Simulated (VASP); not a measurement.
The system is Sc.

```
CELL_PARAMETERS angstrom
3.27000 0.00000 0.00000
-1.63500 2.83190 0.00000
0.00000 0.00000 5.09000
ATOMIC_POSITIONS crystal
Sc 0.33333 0.66667 0.25000
Sc 0.66667 0.33333 0.75000
```

The cell was built by a generator and needn't be a form met in nature.

```yaml
Program: VASP 6.6.1
Task: relaxation of cell and atoms
Functional: LDA
Potentials_or_basis: VASP PAW LDA potentials, release 64 (Sc_sv)
Cutoff: 600 eV
k_mesh: 14 × 14 × 8
Occupations: methfessel-paxton, width 0.1 eV
Spin: no spin polarisation
```

At the start: pressure -2.5 GPa; volume 23.57 Å³/atom.

Question: How do energy, volume and symmetry change on relaxing?

Answer: Over 5 steps the energy falls by 8.7 meV/atom and the volume is 22.54 Å³/atom (-4.3 %); space group P6_3/mmc (No. 194, to 0.05 Å).

Step by step:
| step | energy change (eV) | largest force (eV/Å) | pressure (GPa) | volume (Å³) |
| --- | --- | --- | --- | --- |
| 1 | 0.0000 | 0.0000 | -2.54 | 47.14 |
| 2 | -0.0162 | 0.0000 | 0.66 | 44.63 |
| 3 | -0.0171 | 0.0000 | 0.03 | 45.08 |
| 4 | -0.0173 | 0.0000 | 0.01 | 45.08 |
| 5 | -0.0173 | 0.0000 | 0.01 | 45.09 |

Final structure:
```
CELL_PARAMETERS angstrom
3.23201 0.00000 0.00000
-1.61600 2.79900 0.00000
0.00000 0.00000 4.98405
ATOMIC_POSITIONS crystal
Sc 0.33333 0.66667 0.25000
Sc 0.66667 0.33333 0.75000
```
